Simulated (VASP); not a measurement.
OSZICAR of a VASP run on Tl:

### OSZICAR
```
...
DAV:  17    -0.212265930813E+03   -0.57548E-04   -0.34939E-05   584   0.487E-02    0.784E-04
DAV:  18    -0.212265851116E+03    0.79697E-04   -0.13690E-05   491   0.363E-02    0.869E-04
DAV:  19    -0.212265880317E+03   -0.29202E-04   -0.57689E-06   470   0.201E-02    0.415E-04
DAV:  20    -0.212265844354E+03    0.35963E-04   -0.37089E-06   456   0.166E-02    0.272E-04
DAV:  21    -0.212265872285E+03   -0.27931E-04   -0.13676E-06   477   0.108E-02    0.211E-04
DAV:  22    -0.212265861173E+03    0.11112E-04   -0.18616E-06   449   0.134E-02    0.180E-04
DAV:  23    -0.212265873241E+03   -0.12067E-04   -0.10071E-06   442   0.102E-02    0.147E-04
DAV:  24    -0.212265874647E+03   -0.14059E-05   -0.42375E-07   442   0.712E-03
   6 F= -.21226587E+03 E0= -.21226533E+03  d E =-.318047E-01
       N       E                     dE             d eps       ncg     rms          rms(c)
DAV:   1    -0.212251094586E+03    0.14779E-01   -0.42542E+00   744   0.990E+00    0.171E-01
DAV:   2    -0.212251629299E+03   -0.53471E-03   -0.54648E-02   758   0.169E+00    0.733E-02
DAV:   3    -0.212267393457E+03   -0.15764E-01   -0.10483E-02   744   0.622E-01    0.501E-02
DAV:   4    -0.212263828782E+03    0.35647E-02   -0.26274E-03   744   0.302E-01    0.373E-02
DAV:   5    -0.212266556173E+03   -0.27274E-02   -0.32498E-04   780   0.109E-01    0.227E-02
DAV:   6    -0.212269451534E+03   -0.28954E-02   -0.10810E-03   751   0.214E-01    0.545E-03
DAV:   7    -0.212269328071E+03    0.12346E-03   -0.27970E-04   758   0.153E-01    0.604E-03
DAV:   8    -0.212269479255E+03   -0.15118E-03   -0.52621E-05   694   0.643E-02    0.387E-03
DAV:   9    -0.212269709200E+03   -0.22994E-03   -0.27837E-05   582   0.435E-02    0.291E-03
DAV:  10    -0.212269634855E+03    0.74345E-04   -0.39116E-05   700   0.618E-02    0.243E-03
DAV:  11    -0.212269664491E+03   -0.29636E-04   -0.20438E-05   456   0.374E-02    0.157E-03
DAV:  12    -0.212269751383E+03   -0.86893E-04   -0.27254E-05   496   0.409E-02    0.969E-04
DAV:  13    -0.212269765682E+03   -0.14299E-04   -0.69010E-06   456   0.226E-02    0.647E-04
DAV:  14    -0.212269803397E+03   -0.37715E-04   -0.12391E-05   456   0.318E-02    0.597E-04
DAV:  15    -0.212269782544E+03    0.20853E-04   -0.14749E-05   456   0.342E-02    0.479E-04
DAV:  16    -0.212269786429E+03   -0.38858E-05   -0.11585E-06   477   0.940E-03
   7 F= -.21226979E+03 E0= -.21226938E+03  d E =-.391178E-02
       N       E                     dE             d eps       ncg     rms          rms(c)
DAV:   1    -0.212216661413E+03    0.53121E-01   -0.13386E+01   744   0.176E+01    0.309E-01
DAV:   2    -0.212231552208E+03   -0.14891E-01   -0.16787E-01   779   0.297E+00    0.129E-01
DAV:   3    -0.212269808601E+03   -0.38256E-01   -0.28651E-02   744   0.106E+00    0.887E-02
DAV:   4    -0.212259558655E+03    0.10250E-01   -0.85464E-03   744   0.546E-01    0.638E-02
DAV:   5    -0.212266462055E+03   -0.69034E-02   -0.92823E-04   772   0.178E-01    0.410E-02
DAV:   6    -0.212273717607E+03   -0.72556E-02   -0.27270E-03   751   0.318E-01    0.948E-03
DAV:   7    -0.212273908967E+03   -0.19136E-03   -0.49855E-04   794   0.147E-01    0.107E-02
DAV:   8    -0.212274150731E+03   -0.24176E-03   -0.15336E-04   736   0.844E-02    0.696E-03
DAV:   9    -0.212274421928E+03   -0.27120E-03   -0.46155E-05   684   0.463E-02    0.510E-03
DAV:  10    -0.212274448652E+03   -0.26724E-04   -0.75384E-05   704   0.757E-02    0.410E-03
DAV:  11    -0.212274428069E+03    0.20583E-04   -0.54791E-05   672   0.639E-02    0.276E-03
DAV:  12    -0.212274692051E+03   -0.26398E-03   -0.13939E-04   744   0.105E-01    0.170E-03
DAV:  13    -0.212274758144E+03   -0.66093E-04   -0.31886E-05   520   0.541E-02    0.129E-03
DAV:  14    -0.212274720196E+03    0.37948E-04   -0.13504E-05   470   0.327E-02    0.918E-04
DAV:  15    -0.212274559678E+03    0.16052E-03   -0.25274E-05   646   0.566E-02    0.108E-03
DAV:  16    -0.212274600466E+03   -0.40788E-04   -0.21179E-06   442   0.161E-02    0.905E-04
DAV:  17    -0.212274556250E+03    0.44216E-04   -0.99927E-07   442   0.114E-02    0.954E-04
DAV:  18    -0.212274551037E+03    0.52130E-05   -0.15143E-07   463   0.389E-03
   8 F= -.21227455E+03 E0= -.21227415E+03  d E =-.867639E-02
       N       E                     dE             d eps       ncg     rms          rms(c)
DAV:   1    -0.212064687391E+03    0.20987E+00   -0.54068E+01   744   0.357E+01    0.650E-01
DAV:   2    -0.212148602291E+03   -0.83915E-01   -0.65706E-01   786   0.590E+00    0.261E-01
DAV:   3    -0.212261987463E+03   -0.11339E+00   -0.99961E-02   751   0.200E+00    0.176E-01
DAV:   4    -0.212231574269E+03    0.30413E-01   -0.32783E-02   744   0.112E+00    0.121E-01
DAV:   5    -0.212253731138E+03   -0.22157E-01   -0.34973E-03   758   0.361E-01    0.826E-02
DAV:   6    -0.212274083464E+03   -0.20352E-01   -0.74510E-03   758   0.492E-01    0.193E-02
DAV:   7    -0.212275403658E+03   -0.13202E-02   -0.15431E-03   786   0.237E-01    0.212E-02
DAV:   8    -0.212276192773E+03   -0.78912E-03   -0.34020E-04   758   0.121E-01    0.151E-02
DAV:   9    -0.212276810692E+03   -0.61792E-03   -0.22262E-04   758   0.935E-02    0.113E-02
DAV:  10    -0.212277825800E+03   -0.10151E-02   -0.47960E-04   744   0.157E-01    0.761E-03
DAV:  11    -0.212277852264E+03   -0.26464E-04   -0.19601E-04   758   0.124E-01    0.508E-03
DAV:  12    -0.212278159861E+03   -0.30760E-03   -0.31450E-04   744   0.159E-01    0.366E-03
DAV:  13    -0.212278097376E+03    0.62485E-04   -0.45394E-05   582   0.549E-02    0.290E-03
DAV:  14    -0.212278306506E+03   -0.20913E-03   -0.83525E-05   680   0.688E-02    0.162E-03
DAV:  15    -0.212278341245E+03   -0.34738E-04   -0.79746E-06   498   0.242E-02    0.177E-03
DAV:  16    -0.212278345341E+03   -0.40962E-05   -0.55829E-06   470   0.200E-02
   9 F= -.21227835E+03 E0= -.21227761E+03  d E =-.124707E-01
       N       E                     dE             d eps       ncg     rms          rms(c)
DAV:   1    -0.212270513372E+03    0.78279E-02   -0.19115E+00   744   0.671E+00    0.112E-01
DAV:   2    -0.212277911092E+03   -0.73977E-02   -0.33733E-02   744   0.123E+00    0.584E-02
DAV:   3    -0.212277934350E+03   -0.23258E-04   -0.10012E-02   744   0.632E-01    0.331E-02
DAV:   4    -0.212275681074E+03    0.22533E-02   -0.12072E-03   744   0.247E-01    0.259E-02
DAV:   5    -0.212276958338E+03   -0.12773E-02   -0.16295E-03   744   0.328E-01    0.104E-02
DAV:   6    -0.212277380005E+03   -0.42167E-03   -0.11146E-03   744   0.283E-01    0.513E-03
DAV:   7    -0.212278223203E+03   -0.84320E-03   -0.41550E-04   744   0.195E-01    0.472E-03
DAV:   8    -0.212278314665E+03   -0.91463E-04   -0.78274E-05   758   0.927E-02    0.348E-03
DAV:   9    -0.212278364904E+03   -0.50238E-04   -0.16463E-04   744   0.110E-01    0.225E-03
DAV:  10    -0.212278485740E+03   -0.12084E-03   -0.50191E-05   608   0.649E-02    0.212E-03
DAV:  11    -0.212278453371E+03    0.32369E-04   -0.23296E-05   550   0.377E-02    0.146E-03
DAV:  12    -0.212278501244E+03   -0.47874E-04   -0.23195E-05   536   0.410E-02    0.102E-03
DAV:  13    -0.212278515736E+03   -0.14491E-04   -0.64971E-06   470   0.211E-02    0.574E-04
DAV:  14    -0.212278496005E+03    0.19730E-04   -0.16276E-05   512   0.346E-02    0.480E-04
DAV:  15    -0.212278519745E+03   -0.23740E-04   -0.10756E-05   478   0.258E-02    0.373E-04
DAV:  16    -0.212278513148E+03    0.65971E-05   -0.59926E-06   456   0.225E-02
  10 F= -.21227851E+03 E0= -.21227784E+03  d E =-.126385E-01
       N       E                     dE             d eps       ncg     rms          rms(c)
DAV:   1    -0.212278012070E+03    0.50767E-03   -0.12326E-01   758   0.170E+00    0.289E-02
DAV:   2    -0.212277209474E+03    0.80260E-03   -0.18233E-03   751   0.304E-01    0.132E-02
DAV:   3    -0.212278262671E+03   -0.10532E-02   -0.50899E-04   744   0.130E-01    0.831E-03
DAV:   4    -0.212278134946E+03    0.12773E-03   -0.87267E-05   720   0.596E-02    0.643E-03
DAV:   5    -0.212278350991E+03   -0.21605E-03   -0.35866E-05   590   0.340E-02    0.318E-03
DAV:   6    -0.212278477024E+03   -0.12603E-03   -0.37738E-05   610   0.368E-02    0.949E-04
DAV:   7    -0.212278519846E+03   -0.42823E-04   -0.13540E-05   456   0.275E-02    0.105E-03
DAV:   8    -0.212278495119E+03    0.24727E-04   -0.73450E-06   456   0.236E-02    0.697E-04
DAV:   9    -0.212278522987E+03   -0.27868E-04   -0.40776E-06   456   0.192E-02    0.412E-04
DAV:  10    -0.212278540522E+03   -0.17535E-04   -0.28272E-06   463   0.171E-02    0.342E-04
DAV:  11    -0.212278529592E+03    0.10930E-04   -0.29193E-06   442   0.198E-02    0.294E-04
DAV:  12    -0.212278544572E+03   -0.14980E-04   -0.14881E-06   442   0.129E-02    0.197E-04
DAV:  13    -0.212278540930E+03    0.36428E-05   -0.56083E-07   435   0.641E-03
  11 F= -.21227854E+03 E0= -.21227785E+03  d E =-.126663E-01
       N       E                     dE             d eps       ncg     rms          rms(c)
DAV:   1    -0.212276177257E+03    0.23673E-02   -0.69387E-01   758   0.411E+00    0.776E-02
DAV:   2    -0.212273947637E+03    0.22296E-02   -0.10750E-02   744   0.746E-01    0.417E-02
DAV:   3    -0.212277805916E+03   -0.38583E-02   -0.27220E-03   744   0.319E-01    0.186E-02
DAV:   4    -0.212277134990E+03    0.67093E-03   -0.85475E-04   744   0.239E-01    0.162E-02
DAV:   5    -0.212278108801E+03   -0.97381E-03   -0.27031E-04   744   0.117E-01    0.826E-03
DAV:   6    -0.212278608359E+03   -0.49956E-03   -0.21744E-04   744   0.112E-01    0.275E-03
DAV:   7    -0.212278640833E+03   -0.32474E-04   -0.86740E-05   688   0.846E-02    0.304E-03
DAV:   8    -0.212278759114E+03   -0.11828E-03   -0.29857E-05   552   0.416E-02    0.159E-03
DAV:   9    -0.212278847314E+03   -0.88200E-04   -0.38382E-05   552   0.508E-02    0.117E-03
DAV:  10    -0.212278847382E+03   -0.67788E-07   -0.13888E-05   456   0.315E-02
  12 F= -.21227885E+03 E0= -.21227818E+03  d E =-.306453E-03
```

Question: Which electronic solver shows in the log?

Answer: It is blocked Davidson (ALGO = Normal, or the opening steps of other solvers). The INCAR had ALGO = Normal.

Question: Can the final energy be trusted as converged?

Answer: Self-consistency was reached. It stopped with EDIFF = 1E-5, NELM = 100, NSW = 50 and EDIFFG = -0.03 after 12 ionic steps (r2SCAN meta-GGA, plane waves, VASP's PBE PAW potentials (set 64)).

The cell is a thin slab with vacuum, built from Tl (hcp): (001) face.
